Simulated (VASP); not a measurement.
```xyz
1
Lattice="-2.4584 2.4584 2.4584 2.4584 -2.4584 2.4584 2.4584 2.4584 -2.4584" Properties=species:S:1:pos:R:3 pbc="T T T"
Ba     0.0000     0.0000     0.0000
```

Computed with optB88-vdW, VASP's PBE PAW potentials (set 64) (plane waves; VASP 6.6.1). Numerical set-up: 520 eV cut-off, 11×11×11 Γ-centred mesh, first-order Methfessel-Paxton smearing of 0.10 eV, potentials Ba_sv.

**Question.** The job: Ba (bcc), 1 atom, optB88-vdW, static run, 520 eV, 11×11×11 Γ-centred mesh. Roughly how much core time does it take on a busy server core?

**Answer.** About 40 core-seconds (one run on a shared machine, a rough figure). It had 56 irreducible k-points, 9 bands, up to 1622 plane waves and 13 electronic steps.

The compound is Ba in the bcc structure. It was relaxed first, which changed the volume by -6 %.
